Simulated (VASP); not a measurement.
Input:

```
CSi
1.0
    1.47699    -2.66481     0.00000
    1.47699     2.66481     0.00000
    0.00000     0.00000     5.05198
Si C
2 2
Direct
  0.66606   0.33394   0.50092
  0.33394   0.66606   0.00092
  0.66308   0.33692   0.87408
  0.33692   0.66308   0.37408
```

All values below come from PBEsol GGA, VASP's PBE PAW potentials (set 64) (plane waves; VASP). Run with 600 eV cut-off, 8×8×4 Γ-centred mesh, Gaussian smearing of 0.050 eV, potentials Si C.

### Question
Predict the energy per atom (σ→0), pressure.

### Answer

```json
{
 "energy per atom (σ→0)": "-7.928 eV/atom",
 "pressure": "9.73 GPa"
}
```

Only differences to runs with the same potentials and settings are physical.

The compound is SiC in the wurtzite structure, the rare 2H polytype. This cell was strained or had an atom moved on purpose. Symmetry was kept, so distortions that lower it aren't found.
